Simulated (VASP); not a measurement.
SiGe (relaxed from the CsCl type structure, space group Pm-3m): computed properties

The numbers are results of PBEsol GGA, VASP's PBE PAW potentials (set 64) (plane waves; VASP), not measurements.

* **space group**: Pm-3m (221)
* **cell**: a = 3.194 Å, b = 3.194 Å, c = 3.194 Å, α = 90.00°, β = 90.00°, γ = 90.00°
* **volume per atom**: 16.30 Å³/atom
* **band gap (over mesh and band path)**: none (metal, semimetal or under 0.01 eV)
* **density**: 5.13 g/cm³

```cif
data_GeSi
_chemical_formula_sum 'Si1 Ge1'
_space_group_name_H-M_alt 'P 1'
_space_group_IT_number 1
_cell_length_a 3.19439
_cell_length_b 3.19439
_cell_length_c 3.19439
_cell_angle_alpha 90.000
_cell_angle_beta 90.000
_cell_angle_gamma 90.000
loop_
_space_group_symop_operation_xyz
  'x, y, z'
loop_
_atom_site_label
_atom_site_type_symbol
_atom_site_fract_x
_atom_site_fract_y
_atom_site_fract_z
_atom_site_occupancy
Si1 Si 0.00000 0.00000 0.00000 1
Ge1 Ge 0.50000 0.50000 0.50000 1
```

The structure was generated: SiGe was put into the CsCl type type (Pm-3m), which need not be its known phase. It was relaxed first, which changed the volume by +20 %. Symmetry was kept, so distortions that lower it aren't found.
